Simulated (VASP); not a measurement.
The system is BeRu.

```xyz
2
Lattice="2.4994 0.0000 0.0000 -1.2497 2.1645 0.0000 0.0000 0.0000 3.7955" Properties=species:S:1:pos:R:3 pbc="T T T"
Be    0.0000    0.0000    1.8978
Ru    1.2497    0.7215    0.0000
```

The cell was built by a generator and needn't be a form met in nature.

```yaml
Program: VASP 6.6.1
Task: relaxation of cell and atoms
Functional: r2SCAN
Dispersion: rVV10
Potentials_or_basis: VASP PAW PBE potentials, release 64 (Be, Ru_pv)
Cutoff: 600 eV
k_mesh: 12 × 12 × 7
Occupations: methfessel-paxton, width 0.1 eV
Spin: no spin polarisation
```

At the start: pressure 33.6 GPa; volume 10.27 Å³/atom.

**Question.** How do energy, volume and symmetry change on relaxing?

**Answer.** Over 12 steps the energy falls by 193.8 meV/atom and the volume is 11.19 Å³/atom (+9.0 %); space group P-6m2 (No. 187, to 0.05 Å).

The path:
| step | energy change (eV) | largest force (eV/Å) | pressure (GPa) | volume (Å³) |
| --- | --- | --- | --- | --- |
| 1 | 0.0000 | 0.0000 | 33.58 | 20.53 |
| 2 | 0.1842 | 0.0000 | -30.06 | 27.50 |
| 3 | -0.3113 | 0.0000 | -5.15 | 23.28 |
| 4 | -0.3121 | 0.0000 | -4.01 | 23.16 |
| 5 | -0.3743 | 0.0000 | -1.67 | 22.68 |
| 6 | -0.3873 | 0.0000 | 0.17 | 22.39 |
| 7 | -0.3875 | 0.0000 | 0.48 | 22.34 |
| 8 | -0.3875 | 0.0000 | 0.60 | 22.32 |
| 9 | -0.3874 | 0.0000 | -0.67 | 22.44 |
| 10 | -0.3876 | 0.0000 | 0.09 | 22.37 |
| 11 | -0.3876 | 0.0000 | 0.07 | 22.37 |
| 12 | -0.3876 | 0.0000 | 0.02 | 22.38 |

Final structure:
```yaml
crystal:
  lattice:
    - [2.68977, 0.00000, 0.00000]
    - [-1.34488, 2.32941, 0.00000]
    - [0.00000, 0.00000, 3.57187]
  atoms:
    - { symbol: Be, position: [0.00000, 0.00000, 0.50000] }
    - { symbol: Ru, position: [0.66667, 0.33333, 0.00000] }
```

Caveat: the PAW data sets were made with another functional, which shifts forces and pressure a little.
